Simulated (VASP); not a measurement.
Method: PBEsol GGA, VASP's PBE PAW potentials (set 64) (plane waves; VASP).

Input for VASP

### POSCAR
```
SiC
1
    1.5385284524    -2.6648092055     0.0000000000
    1.5385284524     2.6648092055     0.0000000000
    0.0000000000     0.0000000000     5.0519806083
Si C
2 2
Direct
  0.6666670000   0.3333330000   0.4996384767
  0.3333330000   0.6666670000   0.9996384767
  0.6666670000   0.3333330000   0.8753615233
  0.3333330000   0.6666670000   0.3753615233
```

**INCAR**
```
SYSTEM = SiC
PREC = Accurate
ENCUT = 520
EDIFF = 1E-7
NELM = 100
ALGO = Normal
LREAL = .FALSE.
LASPH = .TRUE.
ISMEAR = -5
GGA = PS
LWAVE = .FALSE.
LCHARG = .TRUE.
LORBIT = 11
NEDOS = 601
ISIF = 2
LEFG = .TRUE.
```

### KPOINTS
```
Automatic mesh
0
Gamma
9 9 5
0 0 0
```

POTCAR, in this order: Si C (PBE.64 set). Program: vasp_std.

What VASP printed:

File OUTCAR:
```
 ion  position               nearest neighbor table
   1  0.667  0.333  0.500-   4 1.88   4 1.88   4 1.88   3 1.90   2 3.09   2 3.09   2 3.09   2 3.09
                             2 3.09   2 3.09
   2  0.333  0.667  1.000-   3 1.88   3 1.88   3 1.88   4 1.90   1 3.09   1 3.09   1 3.09   1 3.09
                             1 3.09   1 3.09
   3  0.667  0.333  0.875-   2 1.88   2 1.88   2 1.88   1 1.90
   4  0.333  0.667  0.375-   1 1.88   1 1.88   1 1.88   2 1.90
  LATTYP: Found a hexagonal cell.
 ALAT       =     3.0770566944
 C/A-ratio  =     1.6418224004
 Subroutine PRICEL returns:
 Original cell was already a primitive cell.
 Subroutine GETGRP returns: Found 12 space group operations
The static configuration has the point symmetry C_3v.
 The point group associated with its full space group is C_6v.
The dynamic configuration has the point symmetry C_3v.
 Subroutine INISYM returns: Found 12 space group operations
 Subroutine IBZKPT returns following result:
 Found     36 irreducible k-points:

 Following reciprocal coordinates:
            Coordinates               Weight
  0.000000  0.000000  0.000000      1.000000
  0.111111  0.000000  0.000000      6.000000
  0.222222  0.000000  0.000000      6.000000
  0.333333  0.000000  0.000000      6.000000
  0.444444  0.000000  0.000000      6.000000
  0.111111  0.111111  0.000000      6.000000
  0.222222  0.111111  0.000000     12.000000
  0.333333  0.111111  0.000000     12.000000
  0.444444  0.111111  0.000000      6.000000
  0.222222  0.222222  0.000000      6.000000
  0.333333  0.222222  0.000000     12.000000
  0.333333  0.333333  0.000000      2.000000
  0.000000  0.000000  0.200000      2.000000
  0.111111  0.000000  0.200000     12.000000
  0.222222  0.000000  0.200000     12.000000
  0.333333  0.000000  0.200000     12.000000
  0.444444  0.000000  0.200000     12.000000
  0.111111  0.111111  0.200000     12.000000
...
```

OSZICAR:
```
       N       E                     dE             d eps       ncg     rms          rms(c)
DAV:   1     0.343235218557E+02    0.34324E+02   -0.74221E+03   864   0.119E+03
DAV:   2    -0.323636743700E+02   -0.66687E+02   -0.61410E+02  1240   0.189E+02
DAV:   3    -0.353884321508E+02   -0.30248E+01   -0.30072E+01  1128   0.398E+01
DAV:   4    -0.354231935806E+02   -0.34761E-01   -0.34725E-01  1088   0.499E+00
DAV:   5    -0.354238122343E+02   -0.61865E-03   -0.61856E-03  1104   0.634E-01    0.124E+01
DAV:   6    -0.319767331783E+02    0.34471E+01   -0.98944E+00  1056   0.199E+01    0.563E+00
DAV:   7    -0.318511711081E+02    0.12556E+00   -0.87811E-01  1112   0.621E+00    0.239E+00
DAV:   8    -0.318237897731E+02    0.27381E-01   -0.50461E-02  1020   0.163E+00    0.508E-01
DAV:   9    -0.318216438576E+02    0.21459E-02   -0.58618E-03  1072   0.562E-01    0.128E-01
DAV:  10    -0.318217532546E+02   -0.10940E-03   -0.44145E-04  1020   0.157E-01    0.511E-02
DAV:  11    -0.318217525865E+02    0.66814E-06   -0.44914E-05  1068   0.547E-02    0.107E-02
DAV:  12    -0.318217529077E+02   -0.32118E-06   -0.21527E-06  1056   0.111E-02    0.244E-03
DAV:  13    -0.318217530745E+02   -0.16683E-06   -0.11838E-07   776   0.259E-03    0.130E-03
DAV:  14    -0.318217530866E+02   -0.12118E-07   -0.11449E-08   580   0.953E-04
   1 F= -.31821753E+02 E0= -.31821753E+02  d E =0.000000E+00
```

OUTCAR:
```
------------------------ aborting loop because EDIFF is reached ----------------------------------------
  FORCE on cell =-STRESS in cart. coord.  units (eV):
  Direction    XX          YY          ZZ          XY          YZ          ZX
  --------------------------------------------------------------------------------------
  Total        0.0204141      0.0204141     -0.0338842      0.0000000     -0.0000000     -0.0000000
  in kB        0.7895453      0.7895452     -1.3105222      0.0000000     -0.0000000     -0.0000000
  external PRESSURE =       0.0895228 kB  Pullay stress =       0.0000000 kB
  volume of cell :       41.43
      direct lattice vectors                 reciprocal lattice vectors
     1.538528452 -2.664809206  0.000000000     0.324985865 -0.187630694  0.000000000
     1.538528452  2.664809206  0.000000000     0.324985865  0.187630694  0.000000000
     0.000000000  0.000000000  5.051980608     0.000000000  0.000000000  0.197942169
  FREE ENERGIE OF THE ION-ELECTRON SYSTEM (eV)
  ---------------------------------------------------
  free  energy   TOTEN  =       -31.8217530866 eV

  energy  without entropy=      -31.8217530866  energy(sigma->0) =      -31.82175309

 total charge

# of ion       s       p       d       tot
------------------------------------------
    1        0.709   0.968   0.000   1.677
    2        0.709   0.968   0.000   1.677
    3        0.833   1.700   0.000   2.533
    4        0.833   1.700   0.000   2.533
--------------------------------------------------
tot          3.084   5.336   0.000   8.421
```
(Selected blocks of OUTCAR.)

The compound is SiC in the wurtzite structure, the rare 2H polytype. It was relaxed first.
